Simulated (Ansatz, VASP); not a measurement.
## Two plane-wave programs on ScHBr2

```
Sc H Br
1.0
     5.27214    0.00000    0.00000
     0.00000    5.27214    0.00000
     0.00000    0.00000    3.93247
Sc H Br
1 1 2
Direct
  0.00000 0.00000 0.00000
  0.00000 0.00000 0.50000
  0.50000 0.00000 0.00000
  0.00000 0.50000 0.00000
```

Alike in both runs: task relaxation of cell and atoms; functional PBE; k mesh 6 × 6 × 8; occupations gaussian, width 0.02 eV; no spin polarisation.

```csv
,VASP,Ansatz
version,VASP 6.6.1,Ansatz 0.2.0
potentials or method,"VASP PAW PBE potentials, release 64 (Sc_sv, H, Br)","scalar-relativistic, plane waves, PAW"
plane-wave cutoff (eV),600,420
valence electrons in the cell,26,26
```

```csv
,VASP,Ansatz,Ansatz less VASP
"gap on the k mesh at the Fermi level, each at its own relaxed structure (eV)",1.71,1.72,+0.008
relaxed volume (Å³/atom),27.39,27.30,-0.087
relaxed cell length with the largest relative difference (Å),3.934,3.929,-0.0045
```

A k mesh can miss the band edges.
